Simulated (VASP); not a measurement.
A convergence study with VASP on NiAl (space group Pm-3m): one setting is varied, all else stays as given below, so the limit is that of these other settings.

```
AlNi
1.0
    2.88133     0.00000     0.00000
    0.00000     2.88133     0.00000
    0.00000     0.00000     2.88133
Al Ni
1 1
Cartesian
  1.44067   1.44067   1.44067
  0.00000   0.00000   0.00000
```

The numbers are results of LDA (Ceperley-Alder, Perdew-Zunger), VASP's LDA PAW potentials (set 64) (plane waves; VASP 6.6.1), not measurements. The tightest run used: 300 eV cut-off, 9×9×9 Γ-centred mesh, Fermi-Dirac smearing of 0.10 eV, potentials Al Ni.

Question: The settings run are 3×3×3 mesh; 4×4×4 mesh; 5×5×5 mesh; 6×6×6 mesh; 7×7×7 mesh; 9×9×9 mesh. From which on does the highest Γ mode stay within 5 cm⁻¹ of the tightest run?

Answer: From 4×4×4 mesh on: it is off by 3.8 there and by no more than 5 in any finer run, while 3×3×3 mesh is off by 8.6.
```csv
setting,highest Γ mode (cm⁻¹),irreducible k-points,difference judged (cm⁻¹)
3×3×3 mesh,286.6,4,8.6
4×4×4 mesh,274.2,10,3.8
5×5×5 mesh,278.6,10,0.6
6×6×6 mesh,279.0,20,1.0
7×7×7 mesh,277.7,20,0.3
9×9×9 mesh,278.0,35,0.0
```

Left out are rungs that failed or repeat a setting and relaxations that didn't move; long series are thinned to 24 rows.

The structure is a typed NiAl crystal (space group no. 221). The cell was not relaxed at this level. The run is not spin-polarised, so no magnetic state was tried. The electron count is odd and the run is not spin-polarised, which forces a metal.
